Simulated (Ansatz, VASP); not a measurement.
**Two plane-wave programs on GeB2C3**

```
Ge B C
1.0
     3.77219    0.00000    0.00000
    -1.88610    3.26681    0.00000
     0.00000    0.00000    3.78996
Ge B C
1 2 3
Direct
  0.00000 0.00000 0.00000
  0.33333 0.66667 0.50000
  0.66667 0.33333 0.50000
  0.00000 0.00000 0.50000
  0.33333 0.66667 0.00000
  0.66667 0.33333 0.00000
```

Alike in both runs: functional PBE; k mesh 6 × 6 × 4; occupations gaussian, width 0.1 eV; no spin polarisation.

Ansatz relaxed the structure, and its values are those at the end. VASP's run is a single point on that final structure, the one shown.

|  | VASP | Ansatz |
| --- | --- | --- |
| version | VASP 6.6.1 | Ansatz 0.2.0 |
| potentials or method | VASP PAW PBE potentials, release 64 (Ge_d, B, C) | scalar-relativistic, plane waves, PAW |
| plane-wave cutoff (eV) | 520 | 420 |
| valence electrons in the cell | 32 | 32 |

```csv
,VASP,Ansatz,Ansatz less VASP
gap on the k mesh at the Fermi level (eV),none,none,-
pressure (GPa),-0.3,-0.3,-0.03
```

A gap of «none» marks a metal or a gap that the smearing closes.

Caveats: the k mesh is coarse (spacing up to 0.41 Å⁻¹), so the values aren't converged.
